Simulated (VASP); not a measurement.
Calculation: PBE GGA with D3 dispersion (Becke-Johnson damping), VASP's PBE PAW potentials (set 64) (plane waves; VASP).

A VASP calculation is set up with these files.

**INCAR**
```
SYSTEM = Co
PREC = Accurate
ENCUT = 520
EDIFF = 1E-6
NELM = 100
ALGO = Normal
LREAL = .FALSE.
LASPH = .TRUE.
ISMEAR = 1
SIGMA = 0.1
GGA = PE
IVDW = 12
LMAXMIX = 4
ISPIN = 2
MAGMOM = 1.8 1.8
LORBIT = 10
LWAVE = .FALSE.
LCHARG = .FALSE.
IBRION = 2
ISIF = 3
NSW = 60
EDIFFG = -0.01
```

### KPOINTS
```
Automatic mesh
0
Gamma
15 15 8
0 0 0
```

**POSCAR**
```
Co
1
    1.2550000000    -2.1737240000     0.0000000000
    1.2550000000     2.1737240000     0.0000000000
    0.0000000000     0.0000000000     4.0700000000
Co
2
Direct
  0.3333330000   0.6666670000   0.2500000000
  0.6666670000   0.3333330000   0.7500000000
```

POTCAR, in this order: Co (PBE.64 set). Program: vasp_std.

The resulting files:

OUTCAR:
```
 ion  position               nearest neighbor table
   1  0.333  0.667  0.250-   2 2.50   2 2.50   2 2.50   2 2.50   2 2.50   2 2.50
   2  0.667  0.333  0.750-   1 2.50   1 2.50   1 2.50   1 2.50   1 2.50   1 2.50
  LATTYP: Found a hexagonal cell.
 ALAT       =     2.5100002048
 C/A-ratio  =     1.6215138119
 Subroutine PRICEL returns:
 Original cell was already a primitive cell.
 Subroutine GETGRP returns: Found 24 space group operations
The static configuration has the point symmetry D_3d.
 The point group associated with its full space group is D_6h.
The dynamic configuration has the point symmetry D_3d.
The overall configuration has the point symmetry D_3d.
 Subroutine INISYM returns: Found 24 space group operations
 Subroutine IBZKPT returns following result:
 Found    135 irreducible k-points:

 Following reciprocal coordinates:
            Coordinates               Weight
  0.000000  0.000000  0.000000      1.000000
  0.066667  0.000000  0.000000      6.000000
  0.133333  0.000000  0.000000      6.000000
  0.200000  0.000000  0.000000      6.000000
  0.266667  0.000000  0.000000      6.000000
  0.333333  0.000000  0.000000      6.000000
...
```

File OSZICAR:
```
       N       E                     dE             d eps       ncg     rms          rms(c)
DAV:   1     0.809726537862E+02    0.80973E+02   -0.83595E+03  8196   0.158E+03
DAV:   2    -0.139668703544E+02   -0.94940E+02   -0.87919E+02  8149   0.256E+02
DAV:   3    -0.161486885203E+02   -0.21818E+01   -0.21245E+01  9668   0.554E+01
DAV:   4    -0.161809562344E+02   -0.32268E-01   -0.32258E-01 11913   0.514E+00
DAV:   5    -0.161812117756E+02   -0.25554E-03   -0.25552E-03  9803   0.436E-01    0.146E+01
DAV:   6    -0.145377262902E+02    0.16435E+01   -0.14144E+01  8639   0.759E+01    0.725E+00
DAV:   7    -0.140970772576E+02    0.44065E+00   -0.19866E+00  9059   0.277E+01    0.380E+00
DAV:   8    -0.140801403763E+02    0.16937E-01   -0.20040E-02 11132   0.163E+00    0.176E+00
DAV:   9    -0.140649480891E+02    0.15192E-01   -0.62319E-03 11575   0.140E+00    0.513E-01
DAV:  10    -0.140648904553E+02    0.57634E-04   -0.11017E-03 11023   0.462E-01    0.129E-01
DAV:  11    -0.140648182180E+02    0.72237E-04   -0.95902E-05 11620   0.147E-01    0.284E-02
DAV:  12    -0.140648161624E+02    0.20556E-05   -0.53747E-06  8987   0.294E-02    0.146E-02
DAV:  13    -0.140648161197E+02    0.42698E-07   -0.14605E-06  5416   0.193E-02
   1 F= -.14878898E+02 E0= -.14878836E+02  d E =-.148789E+02  mag=     3.2812
       N       E                     dE             d eps       ncg     rms          rms(c)
DAV:   1    -0.166031647273E+02   -0.25383E+01   -0.30596E+01  8107   0.981E+01    0.139E+01
DAV:   2    -0.143429478873E+02    0.22602E+01   -0.10431E+01  8695   0.692E+01    0.790E+00
DAV:   3    -0.140252324516E+02    0.31772E+00   -0.10552E+00  8842   0.208E+01    0.369E+00
DAV:   4    -0.139877703924E+02    0.37462E-01   -0.16538E-02 10622   0.146E+00    0.125E+00
DAV:   5    -0.139561725549E+02    0.31598E-01   -0.69206E-03 12488   0.121E+00    0.304E-01
DAV:   6    -0.139558627994E+02    0.30976E-03   -0.18669E-03  8800   0.613E-01    0.124E-01
DAV:   7    -0.139558715263E+02   -0.87269E-05   -0.63230E-05  9574   0.986E-02    0.535E-02
DAV:   8    -0.139558718711E+02   -0.34481E-06   -0.60128E-06  9423   0.372E-02
   2 F= -.14869701E+02 E0= -.14870205E+02  d E =0.919660E-02  mag=     3.1054
       N       E                     dE             d eps       ncg     rms          rms(c)
DAV:   1    -0.147778600932E+02   -0.82199E+00   -0.86431E+00  8100   0.564E+01    0.671E+00
DAV:   2    -0.142056250383E+02    0.57224E+00   -0.33049E+00  8562   0.364E+01    0.418E+00
DAV:   3    -0.140797831893E+02    0.12584E+00   -0.35443E-01  8618   0.123E+01    0.192E+00
DAV:   4    -0.140698202716E+02    0.99629E-02   -0.54168E-03  9781   0.920E-01    0.738E-01
DAV:   5    -0.140604982951E+02    0.93220E-02   -0.30135E-03 12118   0.751E-01    0.134E-01
DAV:   6    -0.140605753806E+02   -0.77085E-04   -0.14758E-04  8702   0.138E-01    0.716E-02
DAV:   7    -0.140606300913E+02   -0.54711E-04   -0.17531E-05 11700   0.525E-02    0.478E-02
DAV:   8    -0.140606402533E+02   -0.10162E-04   -0.37640E-06  8697   0.279E-02    0.104E-02
DAV:   9    -0.140606410333E+02   -0.78008E-06   -0.26006E-07  4169   0.811E-03
   3 F= -.14921336E+02 E0= -.14921575E+02  d E =-.424382E-01  mag=     3.2056
       N       E                     dE             d eps       ncg     rms          rms(c)
DAV:   1    -0.140599348716E+02    0.70538E-03   -0.29970E-03  8100   0.102E+00    0.129E-01
DAV:   2    -0.140597315495E+02    0.20332E-03   -0.11498E-03  8569   0.700E-01    0.823E-02
DAV:   3    -0.140596871185E+02    0.44431E-04   -0.12979E-04  8569   0.234E-01    0.355E-02
DAV:   4    -0.140596838363E+02    0.32822E-05   -0.16004E-06  6750   0.181E-02    0.127E-02
DAV:   5    -0.140596812123E+02    0.26240E-05   -0.64314E-07  4204   0.139E-02    0.236E-03
DAV:   6    -0.140596810963E+02    0.11606E-06   -0.34975E-07  4092   0.769E-03
   4 F= -.14921342E+02 E0= -.14921587E+02  d E =-.424446E-01  mag=     3.2037
       N       E                     dE             d eps       ncg     rms          rms(c)
DAV:   1    -0.140603550561E+02   -0.67384E-03   -0.20997E-02  9059   0.125E+00    0.159E-01
DAV:   2    -0.140599175900E+02    0.43747E-03   -0.30303E-04 10928   0.314E-01    0.813E-02
DAV:   3    -0.140597712961E+02    0.14629E-03   -0.19975E-04  9954   0.164E-01    0.222E-02
DAV:   4    -0.140597778480E+02   -0.65519E-05   -0.16446E-05  9413   0.597E-02    0.600E-03
DAV:   5    -0.140597764522E+02    0.13958E-05   -0.89917E-07  4429   0.197E-02    0.392E-03
DAV:   6    -0.140597759871E+02    0.46510E-06   -0.51844E-07  4148   0.897E-03
   5 F= -.14921477E+02 E0= -.14921712E+02  d E =-.134180E-03  mag=     3.1999
```

**OUTCAR**
```
------------------------ aborting loop because EDIFF is reached ----------------------------------------
 Edisp (eV)   -0.86170
  FORCE on cell =-STRESS in cart. coord.  units (eV):
  Direction    XX          YY          ZZ          XY          YZ          ZX
  --------------------------------------------------------------------------------------
  Total       0.01519     0.01519     0.00673     0.00000     0.00000    -0.00000
  in kB       1.15809     1.15810     0.51300     0.00000     0.00000    -0.00000
  external pressure =        0.94 kB  Pullay stress =        0.00 kB
  volume of cell :       21.02
      direct lattice vectors                 reciprocal lattice vectors
     1.233943131 -2.137252421  0.000000000     0.405205060 -0.233945226  0.000000000
     1.233943131  2.137252421 -0.000000000     0.405205060  0.233945226  0.000000000
    -0.000000000  0.000000000  3.985009969     0.000000000  0.000000000  0.250940401
 POSITION                                       TOTAL-FORCE (eV/Angst)
 -----------------------------------------------------------------------------------
      1.23394      0.71242      0.99625         0.000000      0.000000      0.000000
      1.23394     -0.71242      2.98876        -0.000000     -0.000000      0.000000
 -----------------------------------------------------------------------------------
    total drift:                               -0.000023     -0.000003     -0.000029
  FREE ENERGIE OF THE ION-ELECTRON SYSTEM (eV)
  ---------------------------------------------------
  free  energy   TOTEN  =       -14.9214766310 eV

  energy  without entropy=      -14.9221833798  energy(sigma->0) =      -14.92171221

 total charge

# of ion       s       p       d       tot
------------------------------------------
    1        0.503   0.550   7.285   8.337
    2        0.503   0.550   7.285   8.337
--------------------------------------------------
tot          1.005   1.099  14.570  16.674

 magnetization (x)

# of ion       s       p       d       tot
------------------------------------------
    1       -0.015  -0.054   1.681   1.613
    2       -0.015  -0.054   1.681   1.613
--------------------------------------------------
tot         -0.030  -0.107   3.363   3.226

 reached required accuracy - stopping structural energy minimisation
```
(Selected blocks of OUTCAR.)

**CONTCAR**
```
Co
   1.00000000000000
     1.2339431307773645   -2.1372524207260852    0.0000000000000000
     1.2339431307773645    2.1372524207260852   -0.0000000000000000
    -0.0000000000000000    0.0000000000000000    3.9850099690998837
  Co
     2
Direct
     0.3333330000000032    0.6666669999999968    0.2500000000000000
     0.6666669999999968    0.3333330000000032    0.7500000000000000
```

Energy and stress use the plane-wave basis of the starting cell.

The compound is Co in the hcp structure. This run relaxes it. Symmetry was kept, so distortions that lower it aren't found.
